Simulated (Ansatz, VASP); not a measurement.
# Cross-check of Au (Gold) between VASP and Ansatz, part 2 of 2

Wanted: the spread between two codes on one cell, functional and k mesh. The cell is taken from a series of runs on this material, whose earlier steps may have relaxed, scaled, displaced or heated it; both programs get it as it stands.

VASP 6.6.1 and Ansatz 0.2.0.

So far: The starting structure; VASP: elastic constants, LDA.

## 3. Ansatz: elastic constants, LDA

Level of this step: Ansatz beside VASP: Kohn-Sham DFT, plane waves, LDA (Ansatz).

Ansatz runs on its default PAW (the set named soft_2) files.

The same cell, functional (in two slightly different forms), mesh and smearing now go to Ansatz.

input.yaml reads:

```yaml
crystal:
  lattice:
    - [0.0, 2.0287581029, 2.0287581029]
    - [2.0287581029, 0.0, 2.0287581029]
    - [2.0287581029, 2.0287581029, 0.0]
  atoms:
    - { symbol: Au, position: [0.0, 0.0, 0.0] }
kpoints:
  mp_grid: { grid: [10, 10, 10] }
hamiltonian:
  xc: lda
scf:
  occupations: { method: gaussian, width: 0.1 }
output:
  forces: true
  stress: true
  eigenvalues: true
basis:
  ecutwfc: 260.0
elastic:
  mode: relaxed_ion
  amplitude: 0.01
```

Command:

```sh
> ansatz run input.yaml --threads 4 --pin off --max-ram 14336MiB --backend cpu --events-out ev --progress --plain --runs-dir out
```

Numbers of over 12 decimals in the logs are rounded to 6 here.

The program printed:

```text
Warning: basis.ecutwfc = 260 eV is below the records' recommended 420 eV, and the density's cutoff is lower with it unless basis.ecutrho_ratio is high enough to keep the records' density cutoff: compare with a run at a higher cutoff
Engine: ansatz 0.2.0, aarch64-unknown-linux-gnu
Pseudopotentials: kind: paw
Pseudopotential: Au, paw, valence charge 19, recommended cutoff 420 eV (normal), Au.paw.azcp
Functional definition: SPW92
  exchange = slater_x
  correlation = pw_c
Crystal: 1 atoms, lattice volume = 16.700 Å³
Basis set: ecut = 260 eV, 169 PW (Γ)
Bands: 14, of which v1, the nominal top of the filled ones, is band 10 counted from 1 (9 counted from 0)
Symmetry: 48 space group operations
Space group: Fm-3m (ITA 225), of the structure as read, at distance tolerance 2.6e-5 Å
k-points: 47 of 1000
Non-local potential: Au, projectors of the file, l = 0: 3, l = 1: 2, l = 2: 2, l = 3: 1
PAW form: soft (Blöchl's): semilocal exchange-correlation on the pseudo side does not see the compensation charge
PAW frozen core: Au, regenerated for the run's functional, and the local potential with it (the file was generated under x = pbe(κ = 0.804, μ = 0.219515), c = pbe(β = 0.066725))
PAW one-centre angular grid: Au, 590 points (default); XC on 64 Gauss nodes
Initial density: superposition of atomic densities (neutral atoms: chi_scale 0, normalization atom), corrected by the library's trained network
Initial wavefunctions: pseudopotential atomic-orbital guess
Functional: x = slater, c = lda
SCF iter   1: F=—  HF=-12864.150821 eV  |F-HF|=—  |Δ(HF+E_count)|=         —  Δρ=2.81e-2  dr2=6.89e-2  ethr=1.77e-3  ⟨swp⟩=4.4  Hψ=3134  notcnv=0
preconditioner: auto → none  [insulator: Δε(μ)=0.151 eV  Ē_g=16.204 eV  σ=0.100 eV  W_gap=0.63  n_scr=8 (ndim 8)  ℏωp=30.1 eV  f_vac=0.000  D(μ)=0.52/eV (n_scr^D=0)  ε∞_Penn≈4.5]
SCF iter   2: F=—  HF=-12864.122061 eV  |F-HF|=—  |Δ(HF+E_count)|=   2.88e-2  Δρ=9.42e-3  dr2=8.32e-3  ethr=3.63e-4  ⟨swp⟩=2.9  Hψ=1661  notcnv=0  defer=17
SCF iter   3: F=—  HF=-12864.119774 eV  |F-HF|=—  |Δ(HF+E_count)|=   2.29e-3  Δρ=4.57e-3  dr2=8.11e-4  ethr=4.38e-5  ⟨swp⟩=2.3  Hψ=846  notcnv=0  defer=17
SCF iter   4: F=—  HF=-12864.119450 eV  |F-HF|=—  |Δ(HF+E_count)|=   3.24e-4  Δρ=6.13e-4  dr2=1.15e-5  ethr=4.27e-6  ⟨swp⟩=2.0  Hψ=1088  notcnv=0  defer=17
SCF iter   5: F=—  HF=-12864.119444 eV  |F-HF|=—  |Δ(HF+E_count)|=   6.78e-6  Δρ=4.08e-5  dr2=4.53e-8  ethr=6.04e-8  ⟨swp⟩=2.1  Hψ=1099  notcnv=0  defer=17
SCF iter   6: F=—  HF=-12864.119447 eV  |F-HF|=—  |Δ(HF+E_count)|=   3.84e-6  Δρ=1.31e-6  dr2=5.89e-11  ethr=2.39e-10  ⟨swp⟩=2.3  Hψ=1106  notcnv=0  defer=17
SCF iter   7: F=—  HF=-12864.119447 eV  |F-HF|=—  |Δ(HF+E_count)|=  1.82e-12  Δρ=5.06e-8  dr2=3.29e-13  ethr=3.10e-13 (applied; sched 1.00e-12)  ⟨swp⟩=2.4  Hψ=1028  notcnv=0  defer=17
SCF iter   8: F=-12864.119447 eV  HF=-12864.119447 eV  |F-HF|=1.82e-12  |Δ(HF+E_count)|=  1.82e-12  Δρ=3.32e-9  dr2=8.11e-16  ethr=1.00e-12  ⟨swp⟩=5.3  Hψ=2207  notcnv=0
SCF 1 converged in 8 iterations: F = -12864.119447 eV  dr2 = 8.11e-16
  greatest PAW one-centre occupation: 1.002 electrons in one spin orbital (limit 2), on the Au atom at site 0 (counted from 0), in its partial waves of l = 0
Crystal: 1 atoms, lattice volume = 16.366 Å³
Symmetry: 16 space group operations
k-points: 102 of 1000
Initial density: handed on by an earlier stage of this run
Initial wavefunctions: those handed on with the density
iter 1 solved again at ethr=4.84e-6 eV; its pass at ethr=3.10e-3 eV (dr2=9.20e-4 eV) is discarded
SCF iter   1: F=—  HF=-12864.114277 eV  |F-HF|=—  |Δ(HF+E_count)|=         —  Δρ=2.48e-3  dr2=6.21e-4  ethr=4.84e-6  ⟨swp⟩=1.9  Hψ=9752  notcnv=0  defer=37
preconditioner: auto → none  [metal: Δε(μ)=0.088 eV  Ē_g=16.506 eV  σ=0.100 eV  W_gap=0.45  n_scr=8 (ndim 8)  ℏωp=30.4 eV  f_vac=0.000  D(μ)=0.70/eV (n_scr^D=8)]
[...]
preconditioner: auto → none  [insulator: Δε(μ)=0.107 eV  Ē_g=16.296 eV  σ=0.100 eV  W_gap=0.53  n_scr=8 (ndim 8)  ℏωp=30.1 eV  f_vac=0.000  D(μ)=0.50/eV (n_scr^D=0)  ε∞_Penn≈4.4]
[...]
SCF iter   5: F=—  HF=-12864.117201 eV  |F-HF|=—  |Δ(HF+E_count)|=  1.80e-10  Δρ=1.06e-6  dr2=8.29e-11  ethr=1.00e-12  ⟨swp⟩=2.0  Hψ=3270  notcnv=0  defer=6
SCF iter   6: F=—  HF=-12864.117201 eV  |F-HF|=—  |Δ(HF+E_count)|=  1.64e-11  Δρ=1.56e-7  dr2=1.85e-12  ethr=4.36e-13 (applied; sched 1.00e-12)  ⟨swp⟩=2.3  Hψ=3219  notcnv=0  defer=49
SCF iter   7: F=-12864.117201 eV  HF=-12864.117201 eV  |F-HF|=1.82e-12  |Δ(HF+E_count)|=  3.64e-12  Δρ=1.14e-8  dr2=9.86e-15  ethr=1.00e-12  ⟨swp⟩=2.8  Hψ=8389  notcnv=0
SCF 8 converged in 7 iterations: F = -12864.117201 eV  dr2 = 9.86e-15
SCF iter   1: F=—  HF=-12864.117203 eV  |F-HF|=—  |Δ(HF+E_count)|=         —  Δρ=1.88e-4  dr2=3.11e-6  ethr=1.00e-12  ⟨swp⟩=10.3  Hψ=20562  notcnv=0  defer=19
SCF iter   2: F=—  HF=-12864.117201 eV  |F-HF|=—  |Δ(HF+E_count)|=   1.38e-6  Δρ=6.20e-5  dr2=2.54e-7  ethr=1.00e-12  ⟨swp⟩=3.9  Hψ=7430  notcnv=0  defer=20
SCF iter   3: F=—  HF=-12864.117201 eV  |F-HF|=—  |Δ(HF+E_count)|=   1.07e-7  Δρ=9.44e-6  dr2=5.35e-9  ethr=1.00e-12  ⟨swp⟩=3.2  Hψ=5452  notcnv=0  defer=20
SCF iter   4: F=—  HF=-12864.117201 eV  |F-HF|=—  |Δ(HF+E_count)|=   1.07e-9  Δρ=3.63e-6  dr2=9.64e-10  ethr=1.00e-12  ⟨swp⟩=2.5  Hψ=4041  notcnv=0  defer=20
SCF iter   5: F=—  HF=-12864.117201 eV  |F-HF|=—  |Δ(HF+E_count)|=  1.78e-10  Δρ=1.06e-6  dr2=8.30e-11  ethr=1.00e-12  ⟨swp⟩=2.0  Hψ=3270  notcnv=0  defer=20
SCF iter   6: F=—  HF=-12864.117201 eV  |F-HF|=—  |Δ(HF+E_count)|=  2.18e-11  Δρ=1.56e-7  dr2=1.85e-12  ethr=4.37e-13 (applied; sched 1.00e-12)  ⟨swp⟩=2.3  Hψ=3219  notcnv=0  defer=46
SCF iter   7: F=-12864.117201 eV  HF=-12864.117201 eV  |F-HF|=1.82e-12  |Δ(HF+E_count)|=  3.64e-12  Δρ=1.14e-8  dr2=9.89e-15  ethr=1.00e-12  ⟨swp⟩=2.8  Hψ=8387  notcnv=0
SCF 9 converged in 7 iterations: F = -12864.117201 eV  dr2 = 9.89e-15
WARN: the elastic stencil's two pairs of strained cells disagree: C11 (strain 11) reads 175.01 GPa from the cells at ±δ and 191.16 from those at ±2δ, which the stencil makes 169.62; C44 (strain 23) reads 0.43 GPa from the cells at ±δ and -5.72 from those at ±2δ, which the stencil makes 2.47; the limit is 2 % of the column's largest entry (no column's own pairs agree, so each is held to its own). A stress that is smooth and near linear over the cells gives both pairs one slope, so the constants of these columns, the constants that the crystal's symmetry builds from them and the moduli and the stability verdict built on them are in doubt. [rest of the remark cut]
SCF converged after 8 iterations
Free energy (F): -12864.119447 eV
Harris-Foulkes:  -12864.119447 eV  (|F-HF|=1.82e-12)
Internal energy: -12864.117175 eV  (E = F + TS)
E sigma→0 (E₀):  -12864.118311 eV
Entropy (-TS):   -0.002273 eV (-2.273 meV/atom)
Fermi energy:    20.788628 eV
--- Per-component energies (eV) ---
  E_band       = -208.003767
  E_kinetic    = 611.928318
  E_local      = -1677.687885  (includes V_loc(G=0)·N_el)
  E_nonlocal   = 74.863943
  E_hartree    = 712.580653
  E_xc         = -228.390129
  E_vxc        = -277.206989  (∫ρ·V_xc dr)
  E_paw        = -9420.999669  (= ΣΔE_a)
  E_vpaw       = -365.066960  (= ΣTr[D̂ρ^β])
  E_aug_tail   = 0.004498  (compensation charges beyond the density's cutoff)
  E_ewald      = -2936.939622
  E_core_change = 0.522718  (= ΣΔE_core)
  E_smearing   = -0.002273  (= −TS)
  E_closure    = 0.000000  (closes the sum)
  Σ components = -12864.119447   (vs F -12864.119447, Δ=0.00e0)
--- Forces (eV/Å), atoms counted from 1 ---
  atom   1  Au     0.00000000     0.00000000     0.00000000
  max |Σ_I F_I| component: 1.31e-31 eV/Å
--- Stress (GPa, compression-positive) ---
       -0.037264       0.000000       0.000000
       -0.000000      -0.037264       0.000000
        0.000000      -0.000000      -0.037264
  P = ⅓ Tr σ = -0.0373 GPa (-0.373 kbar)
--- Band table (eV; the first three rows and the last of 47) ---
  k-point 0: bands = [... 6 lower, 15.9527, 15.9527, 17.5252, 17.5252, 35.2818, 39.3511, 39.3511, 39.3511]
  k-point 1: bands = [... 6 lower, 16.0710, 16.0710, 17.4798, 17.4798, 35.6755, 37.5129, 39.7776, 39.7776]
  k-point 2: bands = [... 6 lower, 16.2593, 16.2593, 17.5813, 17.5813, 34.0444, 36.5105, 40.8314, 40.8314]
  k-point 46: bands = [... 6 lower, 16.1966, 17.5934, 19.1753, 25.6433, 25.9898, 28.4354, 30.5150, 42.5341]
--- Elastic constants: 2 strain directions × 4 members + reference (group order 48) ---
  dense FFT box of the reference and of every strained cell: 16×16×16
  strains applied: 11, 23; error gains: componentwise 1.00 (the most a stress slope's error grows in a printed constant), spectral 1.73 (1 for all six strains in a standard setting)
  C = ∂σ_k/∂η_j (tension-positive GPa; Voigt order 11 22 33 23 13 12):
       169.622    170.040    170.040      0.000     -0.000     -0.000
       170.040    169.622    170.040     -0.000      0.000     -0.000
       170.040    170.040    169.622     -0.000     -0.000     -0.000
        -0.000      0.000     -0.000      2.474      0.000     -0.000
        -0.000      0.000      0.000     -0.000      2.474      0.000
         0.000     -0.000      0.000     -0.000     -0.000      2.474
  reference stress σ⁰ (GPa):      0.037      0.037      0.037      0.000     -0.000      0.000
  C* (energy form; C + prestress term) asymmetry max|C*_kj − C*_jk| = 5.684e-14 GPa — a small one proves nothing (zero by symmetry where the batch's group is 432, −43m or m−3m); a large one is finite-difference/SCF noise where every solve meets its electron count
  moduli (Voigt/Reuss/Hill, GPa): K = 169.90/169.90/169.90   G = 1.40/-0.60/0.40   E = 1.20   ν = 0.499
  mechanically stable: NO (min eigenvalue of sym C = -0.42 GPa)
  strain η (Voigt 11):  stress-route row diagonal C_11 = 169.62 GPa, energy-path curvature d²(F+E_count+ΔE)/dδ²/Ω₀ = 225.49 GPa
    cells at ±δ against ±2δ: C11 175.01 and 191.16 GPa, apart by 9.50 % of the column's largest entry
         δ    σ_11 (GPa)             F (eV)   n_scf  n_hpsi   n_pw
    -2.000e-2      -4.1329      -12864.1140625       8   27963    169   relax 0 steps, max|allowed force component| 0.00e0 eV/Å
    -1.000e-2      -1.9926      -12864.1143041       6   28317    169   relax 0 steps, max|allowed force component| 0.00e0 eV/Å
     1.000e-2       1.5076      -12864.1131240       6   30491    170   relax 0 steps, max|allowed force component| 0.00e0 eV/Å
     2.000e-2       3.5135      -12864.1124674       7   24622    170   relax 0 steps, max|allowed force component| 0.00e0 eV/Å
  strain η (Voigt 23):  stress-route row diagonal C_44 = 2.47 GPa, energy-path curvature d²(F+E_count+ΔE)/dδ²/Ω₀ = 45.02 GPa
    cells at ±δ against ±2δ: C44 0.43 and -5.72 GPa, apart by 248.34 % of the column's largest entry
         δ    σ_23 (GPa)             F (eV)   n_scf  n_hpsi   n_pw
    -2.000e-2       0.1143      -12864.1149341       8   46617    169   relax 0 steps, max|allowed force component| 0.00e0 eV/Å
    -1.000e-2      -0.0043      -12864.1172010       7   54157    169   relax 0 steps, max|allowed force component| 0.00e0 eV/Å
     1.000e-2       0.0042      -12864.1172011       7   53672    169   relax 0 steps, max|allowed force component| 0.00e0 eV/Å
     2.000e-2      -0.1144      -12864.1149341       6   39510    169   relax 0 steps, max|allowed force component| 0.00e0 eV/Å
```

## 4. Side by side

Known differences besides the potentials themselves: the two LDA forms differ slightly; the data sets hold 19 valence electrons in Ansatz (on its default PAW (the set named soft_2) files) and 11 in VASP; the cutoff is 260 eV in Ansatz and 500 eV in VASP; VASP's log shows a relativistic correction to its local exchange, Ansatz's none; VASP takes each elastic constant from one size of strain, Ansatz from those that its log lists; Ansatz's log warns that its cutoff lies below the recommended one. Total energies have different zeros and are not compared.

Compared:

```tsv
quantity	Ansatz	VASP	difference
C11 (GPa)	169.6	194.2	-12.66 %
C22 (GPa)	169.6	194.2	-12.66 %
C33 (GPa)	169.6	194.2	-12.66 %
C12 (GPa)	170.0	182.3	-6.74 %
C13 (GPa)	170.0	182.3	-6.74 %
C23 (GPa)	170.0	182.3	-6.74 %
C44 (GPa)	2.5	2.2	+10.92 %
C55 (GPa)	2.5	2.2	+10.92 %
C66 (GPa)	2.5	2.2	+10.92 %
```

## 5. Summary of results

* difference in C11 (elastic constants, LDA): -13 %

In words: The difference in C11 is -13 % (elastic constants, LDA), beyond the 5 % picked in this series as the mark of a large difference. The data sets hold unlike numbers of valence electrons (19 in Ansatz and 11 in VASP), so part of the differences comes from the potentials. Ansatz's own log doubts the convergence of its elastic constants, LDA run, which may account for the difference. Such differences can come from data sets, numerical settings and the points named under the comparisons, not from the functional's error against experiment.

[Lines on the potential files, build, host, timing and source positions are cut from VASP's logs without a mark.]

[Logs are printed without paths, hosts, clocks, repeated set-up lines and the standing remarks that a program may print on its own settings, such as how far it seeks lower states.]

[Hosts, paths, dates, database ids (printed as entryN), source tags and the programs' standing remarks are cut or masked in the printed files.]
